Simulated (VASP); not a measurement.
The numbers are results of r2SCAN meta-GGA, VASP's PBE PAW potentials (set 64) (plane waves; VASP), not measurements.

Input for VASP

### POSCAR
```
Er
1
   -1.9792118912     1.9792118912     1.9792118912
    1.9792118912    -1.9792118912     1.9792118912
    1.9792118912     1.9792118912    -1.9792118912
Er
1
Direct
  0.0000000000   0.0000000000   0.0000000000
```

### KPOINTS
```
kpoints
0
gamma
  15 15 15
```

### KPOINTS_OPT
```
k-points along high-symmetry lines
10
Line-mode
Reciprocal
  0.000000   0.000000   0.000000 ! GAMMA
  0.500000  -0.500000   0.500000 ! H

  0.500000  -0.500000   0.500000 ! H
  0.000000   0.000000   0.500000 ! N

  0.000000   0.000000   0.500000 ! N
  0.000000   0.000000   0.000000 ! GAMMA

  0.000000   0.000000   0.000000 ! GAMMA
  0.250000   0.250000   0.250000 ! P

  0.250000   0.250000   0.250000 ! P
  0.500000  -0.500000   0.500000 ! H

  0.250000   0.250000   0.250000 ! P
  0.000000   0.000000   0.500000 ! N
```

### INCAR
```
SYSTEM = Er
PREC = Accurate
ENCUT = 400
EDIFF = 1E-7
NELM = 100
ALGO = Normal
LREAL = .FALSE.
LASPH = .TRUE.
ISMEAR = -5
METAGGA = R2SCAN
LMIXTAU = .TRUE.
LMAXMIX = 6
LWAVE = .FALSE.
LCHARG = .FALSE.
LORBIT = 11
NEDOS = 601
ISIF = 2
```

POTCAR, in this order: Er_3 (PBE.64 set). Program: vasp_std.

Output

**OSZICAR**
```
       N       E                     dE             d eps       ncg     rms          rms(c)
DAV:   1    -0.303370965391E+02   -0.30337E+02   -0.42577E+03  2840   0.876E+02
DAV:   2    -0.345366708103E+02   -0.41996E+01   -0.40486E+01  2320   0.567E+01
DAV:   3    -0.347113594202E+02   -0.17469E+00   -0.16895E+00  3312   0.118E+01
DAV:   4    -0.347125168942E+02   -0.11575E-02   -0.11573E-02  2416   0.104E+00
DAV:   5    -0.347125245010E+02   -0.76068E-05   -0.77024E-05  3336   0.145E-01    0.212E+01
DAV:   6    -0.336441504630E+02    0.10684E+01   -0.45880E-01  3056   0.113E+01    0.115E+01
DAV:   7    -0.337888557947E+02   -0.14471E+00   -0.24196E-01  2440   0.570E+00    0.126E+00
DAV:   8    -0.336889993158E+02    0.99856E-01   -0.26097E-01  2896   0.581E+00    0.339E-01
DAV:   9    -0.337819268451E+02   -0.92928E-01   -0.20384E-02  3392   0.155E+00    0.305E-01
DAV:  10    -0.337813535478E+02    0.57330E-03   -0.11511E-03  2920   0.350E-01    0.282E-01
DAV:  11    -0.337819293226E+02   -0.57577E-03   -0.66528E-04  2736   0.293E-01    0.452E-01
DAV:  12    -0.337870689217E+02   -0.51396E-02   -0.16033E-03  2880   0.519E-01    0.461E-01
DAV:  13    -0.337898933358E+02   -0.28244E-02   -0.11702E-03  2928   0.309E-01    0.668E-01
DAV:  14    -0.337888250975E+02    0.10682E-02   -0.16274E-04  3416   0.182E-01    0.377E-01
DAV:  15    -0.337880779417E+02    0.74716E-03   -0.26962E-04  3000   0.240E-01    0.434E-02
DAV:  16    -0.337880274999E+02    0.50442E-04   -0.22638E-05  3416   0.736E-02    0.802E-03
DAV:  17    -0.337880175896E+02    0.99103E-05   -0.33274E-06  2888   0.227E-02    0.238E-02
DAV:  18    -0.337880257954E+02   -0.82058E-05   -0.18667E-06  2944   0.204E-02    0.104E-02
DAV:  19    -0.337880242607E+02    0.15347E-05   -0.10893E-06  3160   0.112E-02    0.215E-03
DAV:  20    -0.337880247998E+02   -0.53910E-06   -0.30498E-08  1160   0.243E-03    0.138E-03
DAV:  21    -0.337880248820E+02   -0.82251E-07   -0.12010E-08  1112   0.190E-03
   1 F= -.33788025E+02 E0= -.33788025E+02  d E =0.000000E+00
       N       E                     dE             ncg
```

### OUTCAR
```
------------------------ aborting loop because EDIFF is reached ----------------------------------------
  FORCE on cell =-STRESS in cart. coord.  units (eV):
  Direction    XX          YY          ZZ          XY          YZ          ZX
  --------------------------------------------------------------------------------------
  Total        0.0263637      0.0263637      0.0263637      0.0000000      0.0000000     -0.0000000
  in kB        1.3620087      1.3620087      1.3620087      0.0000000      0.0000000     -0.0000000
  external PRESSURE =       1.3620087 kB  Pullay stress =       0.0000000 kB
  volume of cell :       31.01
      direct lattice vectors                 reciprocal lattice vectors
    -1.979211891  1.979211891  1.979211891     0.000000000  0.252625806  0.252625806
     1.979211891 -1.979211891  1.979211891     0.252625806  0.000000000  0.252625806
     1.979211891  1.979211891 -1.979211891     0.252625806  0.252625806  0.000000000
 POSITION                                       TOTAL-FORCE (eV/Angst)
 -----------------------------------------------------------------------------------
      0.00000      0.00000      0.00000        -0.000000     -0.000000      0.000000
 -----------------------------------------------------------------------------------
    total drift:                                0.000000      0.000000      0.000000
  FREE ENERGIE OF THE ION-ELECTRON SYSTEM (eV)
  ---------------------------------------------------
  free  energy   TOTEN  =       -33.7880248820 eV

  energy  without entropy=      -33.7880248820  energy(sigma->0) =      -33.78802488

 total charge

# of ion       s       p       d       tot
------------------------------------------
    1        0.497   6.595   1.044   8.136
```
(Selected blocks of OUTCAR.)

The 4f electrons are frozen in the core of the lanthanide potential, so 4f levels, which can set the real gap, and their magnetism are missing. For a metal the tetrahedron method with Blöchl corrections gives inexact stress and forces.

The structure was generated: Er was put into the bcc type (Im-3m), which need not be its known phase. It was relaxed first.
